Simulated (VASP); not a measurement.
Given:

```
CELL_PARAMETERS angstrom
      5.22118     0.00000     0.00000
      0.00000     5.00715     0.00000
      0.00000     0.00000     5.03630
ATOMIC_POSITIONS crystal
  Hf 0.03304 0.26745 0.24127
  Hf 0.96696 0.73255 0.74127
  Hf 0.46696 0.26745 0.74127
  Hf 0.53304 0.73255 0.24127
  O  0.36773 0.07104 0.37956
  O  0.63227 0.92896 0.87956
  O  0.13227 0.07104 0.87956
  O  0.86773 0.92896 0.37956
  O  0.73363 0.46028 0.49217
  O  0.26637 0.53972 0.99217
  O  0.76637 0.46028 0.99217
  O  0.23363 0.53972 0.49217
```

Computed with r2SCAN meta-GGA, VASP's PBE PAW potentials (set 64) (plane waves; VASP 6.6.1). Run with 520 eV cut-off, 5×5×5 Γ-centred mesh, tetrahedra with Blöchl corrections, potentials Hf_pv O.

The cores are frozen, which limits the accuracy of field gradients.

Question: Give the principal components of the electric field gradient (V/Å²) and the asymmetry η at each nucleus.

Answer: 
| atom | Vxx | Vyy | Vzz | η |
|---|---|---|---|---|
| Hf1 | -83.5 | -12.1 | 95.5 | 0.75 |
| Hf2 | -83.5 | -12.1 | 95.5 | 0.75 |
| Hf3 | -83.5 | -12.1 | 95.5 | 0.75 |
| Hf4 | -83.5 | -12.1 | 95.5 | 0.75 |
| O5 | 23.5 | 3.9 | -27.4 | 0.72 |
| O6 | 23.5 | 3.9 | -27.4 | 0.72 |
| O7 | 23.5 | 3.9 | -27.4 | 0.72 |
| O8 | 23.5 | 3.9 | -27.4 | 0.72 |
| O9 | -14.5 | -9.3 | 23.9 | 0.22 |
| O10 | -14.5 | -9.3 | 23.9 | 0.22 |
| O11 | -14.5 | -9.3 | 23.9 | 0.22 |
| O12 | -14.5 | -9.3 | 23.9 | 0.22 |

The structure comes from a computed database's HfO2 entry (Pca2_1); how it stands against other phases isn't given here. It was relaxed first.
